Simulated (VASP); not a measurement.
A VASP calculation is set up with these files.

### KPOINTS
```
Automatic mesh
0
Gamma
6 6 6
0 0 0
```

### POSCAR
```
NaCl
1
    0.0000000000     2.8200000000     2.8200000000
    2.8200000000     0.0000000000     2.8200000000
    2.8200000000     2.8200000000     0.0000000000
Na Cl
1 1
Direct
  0.0000000000   0.0000000000   0.0000000000
  0.5000000000   0.5000000000   0.5000000000
```

**INCAR**
```
SYSTEM = NaCl
PREC = Accurate
ENCUT = 400
EDIFF = 1E-6
NELM = 100
ALGO = Normal
LREAL = .FALSE.
LASPH = .TRUE.
ISMEAR = 0
SIGMA = 0.05
GGA = PE
LWAVE = .FALSE.
LCHARG = .FALSE.
ISIF = 2
IBRION = 0
NSW = 3
TEBEG = 300
```

POTCAR, in this order: Na_pv Cl (PBE.64 set). Program: vasp_std.

The resulting files:

Read input and log: which fault does this run have?
A) molecular dynamics (IBRION = 0) was asked for without POTIM
B) Methfessel-Paxton smearing was used on a material with a gap
C) a metal was run with a tiny SIGMA on a coarse mesh
D) ICHARG = 11 asks for a fixed density, but there is no CHGCAR

A, molecular dynamics (IBRION = 0) was asked for without POTIM. VASP stops with an error: Fatal error! IBRION=0, but no entry for POTIM on file INCAR. MUST be specified! ----> I REFUSE TO CONTINUE WITH THIS SICK JOB ... BYE!!! <----

To mend it, set POTIM to the time step in fs (1 to 2 fs suits most solids). The plain static run on this cell (PBE GGA, plane waves, VASP's PBE PAW potentials (set 64)) converges, and its OSZICAR ends with
```
   1 F= -.67746105E+01 E0= -.67746105E+01  d E =-.131690E-13
```

The compound is NaCl in the rock salt structure. The cell was not relaxed at this level.
